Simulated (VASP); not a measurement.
OSZICAR of a VASP run on Zr (hcp):

File OSZICAR:
```
       N       E                     dE             d eps       ncg     rms          rms(c)
DAV:   1     0.220526216039E+03    0.22053E+03   -0.13683E+04  4328   0.150E+03
DAV:   2    -0.316118064167E+01   -0.22369E+03   -0.22190E+03  5472   0.415E+02
DAV:   3    -0.174038113775E+02   -0.14243E+02   -0.14193E+02  8144   0.795E+01
DAV:   4    -0.176754552732E+02   -0.27164E+00   -0.27132E+00  4712   0.120E+01
DAV:   5    -0.176824188705E+02   -0.69636E-02   -0.69682E-02  6888   0.132E+00    0.153E+01
DAV:   6    -0.171202554725E+02    0.56216E+00   -0.89709E-01  4480   0.853E+00    0.615E+00
DAV:   7    -0.170132342743E+02    0.10702E+00   -0.61166E-01  6328   0.612E+00    0.113E+00
DAV:   8    -0.170194672591E+02   -0.62330E-02   -0.38034E-02  5592   0.172E+00    0.285E-01
DAV:   9    -0.170197579645E+02   -0.29071E-03   -0.17250E-03  5392   0.449E-01    0.357E-02
DAV:  10    -0.170197085301E+02    0.49434E-04   -0.44566E-05  6416   0.470E-02    0.215E-02
DAV:  11    -0.170197086282E+02   -0.98055E-07   -0.99648E-06  4680   0.410E-02    0.333E-03
DAV:  12    -0.170197087480E+02   -0.11985E-06   -0.32622E-07  4696   0.435E-03    0.237E-03
DAV:  13    -0.170197084842E+02    0.26383E-06   -0.42072E-08  2968   0.204E-03    0.905E-04
DAV:  14    -0.170197084255E+02    0.58675E-07   -0.14183E-08  2856   0.137E-03
   1 F= -.17900620E+02 E0= -.17900620E+02  d E =0.000000E+00
```

Q: Which electronic solver shows in the log?

A: It is blocked Davidson (ALGO = Normal, or the opening steps of other solvers). The INCAR had ALGO = Normal.

Q: Can the final energy be trusted as converged?

A: Self-consistency was reached. It stopped with EDIFF = 1E-7, NELM = 100 (PBE GGA with D3 dispersion (zero damping), plane waves, VASP's PBE PAW potentials (set 64)).

The compound is Zr in the hcp structure. It was relaxed first.
